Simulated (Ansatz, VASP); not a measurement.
# Cross-check of Ti2CO2 (Ti2CO2 MXene bilayer, AB) between VASP and Ansatz

Wanted: the spread between two codes on one cell, functional and k mesh. The cell is taken from a series of runs on this material, whose earlier steps may have relaxed, scaled, displaced or heated it; both programs get it as it stands.

Main program and level: Ansatz 0.2.0; plane waves, with VASP 6.6.1 beside it; single point at PBE with D4.

## Step 1: Set-up

The cell holds 10 atoms: 4 O, 4 Ti and 2 C. Cell: a = 3.014 Å, b = 3.014 Å, c = 29.877 Å, α = 90.0°, β = 90.0°, γ = 120.0°. Vacuum lies along c.

Coordinates:

```cif
data_structure
_symmetry_space_group_name_H-M 'P 1'
_symmetry_Int_Tables_number 1
_cell_length_a 3.0142
_cell_length_b 3.0142
_cell_length_c 29.8767
_cell_angle_alpha 90.000
_cell_angle_beta 90.000
_cell_angle_gamma 120.000
_cell_volume 235.08
loop_
_atom_site_label
_atom_site_type_symbol
_atom_site_fract_x
_atom_site_fract_y
_atom_site_fract_z
_atom_site_occupancy
O1 O 0.33333 0.66667 0.30124 1
O2 O 0.66667 0.33333 0.44904 1
O3 O 0.66667 0.33333 0.55096 1
O4 O 0.00000 0.00000 0.69876 1
Ti5 Ti 0.66667 0.33333 0.33159 1
Ti6 Ti 0.33333 0.66667 0.41875 1
Ti7 Ti 0.00000 0.00000 0.58125 1
Ti8 Ti 0.66667 0.33333 0.66841 1
C9 C 0.00000 0.00000 0.37518 1
C10 C 0.33333 0.66667 0.62482 1
```

## Step 2: VASP: single point, PBE with D4

A single point gives forces, pressure and levels at one fixed geometry, so differences don't come from the geometry; what else differs is listed under the comparison.

Lines of VASP's logs that name or quote its potential files are left out, and so is its time.

INCAR

```
SYSTEM = Ti2CO2
PREC = Accurate
ENCUT = 520
EDIFF = 1E-06
NELM = 120
ISMEAR = -1
SIGMA = 0.05
LREAL = .FALSE.
ALGO = Normal
GGA = PE
IVDW = 13
NBANDS = 50
LASPH = .TRUE.
LORBIT = 11
LWAVE = .FALSE.
LCHARG = .FALSE.
ISIF = 2
LDIPOL = .TRUE.
IDIPOL = 3
DIPOL = 0.5 0.5 0.5
LVHAR = .TRUE.
GGA_COMPAT = .FALSE.
EFERMI = MIDGAP
NELMDL = -8
KPAR = 2
```

POSCAR

```
Ti2CO2
1.0
    3.0142208235      0.0000000000      0.0000000000
   -1.5071104118      2.6103918058      0.0000000000
    0.0000000000      0.0000000000     29.8767347251
O Ti C
4 4 2
Direct
    0.3333333333      0.6666666666      0.3012377384
    0.6666666666      0.3333333333      0.4490427550
    0.6666666666      0.3333333333      0.5509572450
    0.9999999999      1.0000000000      0.6987622616
    0.6666666666      0.3333333333      0.3315942075
    0.3333333333      0.6666666666      0.4187455045
    0.9999999999      1.0000000000      0.5812544955
    0.6666666666      0.3333333333      0.6684057925
    0.9999999999      1.0000000000      0.3751750484
    0.3333333333      0.6666666666      0.6248249516
```

KPOINTS

```
Automatic mesh
0
Gamma
18 18 1
0 0 0
```

Potentials, in the order of the species: O, Ti_sv and C (PBE family, release 64).

Started as:

```bash
> mpirun -np 2 vasp_std
```

Numbers of over 12 decimals in the logs are rounded to 6 here.

Log:

```text
[banner, memory and clock lines left out]
running    2 mpi-ranks, on    1 nodes
 distrk:  each k-point on    1 cores,    2 groups
 distr:  one band on    1 cores,    1 groups

 POSCAR found type information on POSCAR O TiC
 POSCAR found :  3 types and      10 ions
 LDA part: xc-table for (Slater+PW92), standard interpolation
 POSCAR, INCAR and KPOINTS ok, starting setup
 FFT: planning ... GRIDC
 FFT: planning ... GRID_SOFT
 FFT: planning ... GRID
 WAVECAR not read
 entering main loop
       N       E                     dE             d eps       ncg     rms          rms(c)
DAV:   1     0.114622723788E+04    0.11462E+04   -0.41419E+04  4044   0.165E+03
DAV:   2     0.890348512923E+02   -0.10572E+04   -0.10146E+04  4190   0.514E+02
DAV:   3    -0.990534519693E+02   -0.18809E+03   -0.18375E+03  5430   0.201E+02
DAV:   4    -0.117307793690E+03   -0.18254E+02   -0.18224E+02  5792   0.588E+01
DAV:   5    -0.118701613054E+03   -0.13938E+01   -0.13935E+01  5820   0.149E+01
DAV:   6    -0.118747434858E+03   -0.45822E-01   -0.45820E-01  5600   0.282E+00
DAV:   7    -0.118749210101E+03   -0.17752E-02   -0.17752E-02  5776   0.504E-01
DAV:   8    -0.118749248319E+03   -0.38218E-04   -0.38218E-04  5688   0.851E-02    0.407E+01
DAV:   9    -0.925307092537E+02    0.26219E+02   -0.20745E+02  4908   0.934E+01    0.176E+01
DAV:  10    -0.908603469074E+02    0.16704E+01   -0.47412E+01  4838   0.418E+01    0.111E+01
DAV:  11    -0.902336915999E+02    0.62666E+00   -0.90450E+00  5110   0.214E+01    0.431E+00
DAV:  12    -0.900386169230E+02    0.19507E+00   -0.15095E+00  5426   0.854E+00    0.151E+00
DAV:  13    -0.900483195407E+02   -0.97026E-02   -0.23899E-01  5340   0.472E+00    0.939E-01
DAV:  14    -0.900423552213E+02    0.59643E-02   -0.88480E-02  5138   0.261E+00    0.660E-01
[...]
DAV:  24    -0.900380924333E+02   -0.38431E-04   -0.19335E-06  3134   0.692E-03    0.211E-03
DAV:  25    -0.900381361587E+02   -0.43725E-04   -0.48477E-06  3450   0.623E-03    0.202E-03
DAV:  26    -0.900381403712E+02   -0.42125E-05   -0.25687E-07  2442   0.267E-03    0.940E-04
DAV:  27    -0.900381483803E+02   -0.80090E-05   -0.54715E-07  2538   0.291E-03    0.732E-04
DAV:  28    -0.900381527296E+02   -0.43494E-05   -0.17972E-07  2304   0.189E-03    0.623E-04
DAV:  29    -0.900381546189E+02   -0.18893E-05   -0.69034E-08  2172   0.125E-03    0.328E-04
DAV:  30    -0.900381557554E+02   -0.11364E-05   -0.51255E-08  2140   0.106E-03    0.214E-04
DAV:  31    -0.900381562869E+02   -0.53155E-06   -0.18241E-08  2124   0.657E-04
   1 F= -.91967516E+02 E0= -.91966965E+02  d E =-.110294E-02
```

From OUTCAR (step 2):

```text
ion  position               nearest neighbor table
   1  0.333  0.667  0.301-   5 1.96   5 1.96   5 1.96
   2  0.667  0.333  0.449-   6 1.96   6 1.96   6 1.96
   3  0.667  0.333  0.551-   7 1.96   7 1.96   7 1.96
   4  1.000  0.000  0.699-   8 1.96   8 1.96   8 1.96
   5  0.667  0.333  0.332-   1 1.96   1 1.96   1 1.96   9 2.17   9 2.17   9 2.17
   6  0.333  0.667  0.419-   2 1.96   2 1.96   2 1.96   9 2.17   9 2.17   9 2.17
   7  1.000  0.000  0.581-   3 1.96   3 1.96   3 1.96  10 2.17  10 2.17  10 2.17
   8  0.667  0.333  0.668-   4 1.96   4 1.96   4 1.96  10 2.17  10 2.17  10 2.17
   9  1.000  0.000  0.375-   6 2.17   6 2.17   6 2.17   5 2.17   5 2.17   5 2.17
  10  0.333  0.667  0.625-   7 2.17   7 2.17   7 2.17   8 2.17   8 2.17   8 2.17

  LATTYP: Found a hexagonal cell.
 ALAT       =     3.0142208235
 C/A-ratio  =     9.9119263234

 Subroutine GETGRP returns: Found 12 space group operations
 (whereof  6 operations were pure point group operations)

The static configuration has the point symmetry C_3v.
 The point group associated with its full space group is D_3d.

 Found     37 irreducible k-points:

   k-points           NKPTS =     37   k-points in BZ     NKDIM =     37   number of bands    NBANDS=     50

   dimension x,y,z NGX =    24 NGY =   24 NGZ =  224
   dimension x,y,z NGXF=    48 NGYF=   48 NGZF=  448

   ENCUT  =  520.0 eV  38.22 Ry    6.18 a.u.   5.60  5.60 55.55*2*pi/ulx,y,z

   NELECT =      80.0000    total number of electrons

 k-points in reciprocal lattice and weights: Automatic mesh
   0.00000000  0.00000000  0.00000000       0.003
   0.05555556  0.00000000  0.00000000       0.019
   0.11111111  0.00000000  0.00000000       0.019
   0.16666667  0.00000000  0.00000000       0.019
   0.22222222  0.00000000  0.00000000       0.019
   0.27777778  0.00000000  0.00000000       0.019
   0.33333333  0.00000000  0.00000000       0.019
   0.38888889 -0.00000000  0.00000000       0.019
   0.44444444  0.00000000  0.00000000       0.019
[...]
0.33333333  0.27777778  0.00000000       0.037
   0.33333333  0.33333333  0.00000000       0.006

 dipolmoment           0.000000      0.000000     -0.000000 electrons x Angstroem

 average (electrostatic) potential at core
       1 -75.7510       2 -75.7652       3 -75.7652       4 -75.7510       5 -81.6150
       6 -81.6143       7 -81.6143       8 -81.6150       9 -53.6385      10 -53.6385

 E-fermi :   0.2514

 k-point     1 :       0.0000    0.0000    0.0000
  band No.  band energies     occupation
    ...
     36      -0.8635      2.00000
     37       0.1325      1.83033
     38       0.1325      1.83033
     39       0.1426      1.79614
     40       0.1426      1.79613
     41       0.7803      0.00005
     42       0.7803      0.00005
     43       0.7809      0.00005
     44       0.7809      0.00005
     45       1.6038      0.00000
    ...

 k-point     2 :       0.0556    0.0000    0.0000
  band No.  band energies     occupation
    ...
     36      -0.8131      2.00000
     37      -0.2770      1.99995
     38      -0.2681      1.99994
     39      -0.1356      1.99913
     40      -0.1275      1.99898
     41       0.9520      0.00000
     42       0.9541      0.00000
     43       1.0495      0.00000
     44       1.0535      0.00000
     45       1.4790      0.00000
    ...

 k-point     3 :       0.1111    0.0000    0.0000
  band No.  band energies     occupation
    ...
     36      -1.0071      2.00000
     37      -0.8994      2.00000
     38      -0.7269      2.00000
     39      -0.5455      2.00000
     40      -0.5387      2.00000
     41       0.9293      0.00000
     42       0.9462      0.00000
     43       1.3820      0.00000
     44       1.3867      0.00000
     45       1.5949      0.00000
    ...

  DFT-D4 for vdW energy calculation

  Edisp (eV):   -1.92936

  Total       0.24583     0.24583     0.09134    -0.00000     0.00000    -0.00000
  in kB       1.67547     1.67547     0.62250    -0.00000     0.00000    -0.00000
  external pressure =        1.32 kB  Pullay stress =        0.00 kB

  energy-cutoff  :      520.00
  volume of cell :      235.08
      direct lattice vectors                 reciprocal lattice vectors
     3.014220824  0.000000000  0.000000000     0.331760697  0.191542127  0.000000000
    -1.507110412  2.610391806  0.000000000     0.000000000  0.383084255  0.000000000
     0.000000000  0.000000000 29.876734725     0.000000000  0.000000000  0.033470860

 POSITION                                       TOTAL-FORCE (eV/Angst)
 -----------------------------------------------------------------------------------
     -0.00000      1.74026      9.00000        -0.000000      0.000000     -0.043582
      1.50711      0.87013     13.41593         0.000000     -0.000000      0.042447
      1.50711      0.87013     16.46080        -0.000000      0.000000     -0.042447
      3.01422      0.00000     20.87673         0.000000     -0.000000      0.043582
      1.50711      0.87013      9.90695        -0.000000      0.000000      0.034269
     -0.00000      1.74026     12.51075        -0.000000      0.000000     -0.036731
      3.01422      0.00000     17.36599        -0.000000      0.000000      0.036731
      1.50711      0.87013     19.96978         0.000000     -0.000000     -0.034269
      3.01422      0.00000     11.20901         0.000000     -0.000000      0.000136
     -0.00000      1.74026     18.66773        -0.000000      0.000000     -0.000136
 -----------------------------------------------------------------------------------
    total drift:                                0.000002      0.000001      0.000000

  FREE ENERGIE OF THE ION-ELECTRON SYSTEM (eV)
  ---------------------------------------------------
  free  energy   TOTEN  =       -91.9675162149 eV

  energy  without entropy=      -91.9664132722  energy(sigma->0) =      -91.96696474

 vacuum level on the upper side and lower side of the slab         5.951         5.951

 total charge
# of ion       s       p       d       tot
------------------------------------------
    1        1.579   3.457   0.000   5.035
    2        1.579   3.457   0.000   5.037
    3        1.579   3.457   0.000   5.037
    4        1.579   3.457   0.000   5.035
    5        2.207   6.273   1.854  10.334
    6        2.208   6.273   1.856  10.337
    7        2.208   6.273   1.856  10.337
    8        2.207   6.273   1.854  10.334
    9        0.889   1.541   0.000   2.430
   10        0.889   1.541   0.000   2.430
--------------------------------------------------
tot         16.923  42.001   7.421  66.345

[... 3 further parts left out ...]
```

This run has no spin polarisation, so a moment on Ti, if there is one, isn't seen.

(Part 1 of 2 ends here.)

[Lines on the potential files, build, host, timing and source positions are cut from VASP's logs without a mark.]

[Logs are printed without paths, hosts, clocks, repeated set-up lines and the standing remarks that a program may print on its own settings, such as how far it seeks lower states.]

[Hosts, paths, dates, database ids (printed as entryN), source tags and the programs' standing remarks are cut or masked in the printed files.]
